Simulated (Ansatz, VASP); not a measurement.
CsWS3: VASP beside Ansatz

```
Cs W S
1.0
     4.98298    0.00000    0.00000
     0.00000    4.98298    0.00000
     0.00000    0.00000    4.98298
Cs W S
1 1 3
Direct
  0.50000 0.50000 0.50000
  0.00000 0.00000 0.00000
  0.50000 0.00000 0.00000
  0.00000 0.50000 0.00000
  0.00000 0.00000 0.50000
```

Alike in both runs: task single point; functional PBE; k mesh 4 × 4 × 4; occupations gaussian, width 0.1 eV; no spin polarisation.

```csv
,VASP,Ansatz
version,VASP 6.6.1,Ansatz 0.2.0
potentials or method,"VASP PAW PBE potentials, release 64 (Cs_sv, W_sv, S)","scalar-relativistic, plane waves, PAW"
plane-wave cutoff (eV),520,420
valence electrons in the cell,41,41
```

```tsv
	VASP	Ansatz	Ansatz less VASP
gap on the k mesh at the Fermi level (eV)	none	none	-
pressure (GPa)	-6.1	-6.1	-0.05
```

A gap of «none» marks a metal or a gap that the smearing closes.

Spin-orbit coupling is left out, which matters for the levels of Cs, W.
